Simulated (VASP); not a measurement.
Given:

```yaml
crystal:
  lattice:
    - [0.00000, 2.46739, 2.46739]
    - [2.46739, 0.00000, 2.46739]
    - [2.46739, 2.46739, 0.00000]
  atoms:
    - { symbol: Eu, position: [0.00000, 0.00000, 0.00000] }
    - { symbol: O, position: [0.50000, 0.50000, 0.50000] }
```

Calculation: PBE GGA with D4 dispersion, VASP's PBE PAW potentials (set 64) (plane waves; VASP). Settings: 520 eV cut-off, Gaussian smearing of 0.050 eV, potentials Eu_2 O.

The 4f electrons are frozen in the core of the lanthanide potential, so 4f levels, which can set the real gap, and their magnetism are missing.

**Question.** Predict the band gap (along the path) with the smallest direct gap where there is one.

**Answer.** 
```json
{
  "band gap (along the path)": "2.65 eV",
  "smallest direct gap (along the path)": "2.65 eV"
}
```

Total energies compare only between runs with the same potentials, cut-off and functional.

The compound is EuO in the rock salt structure. It was relaxed first, which changed the volume by -12 %.
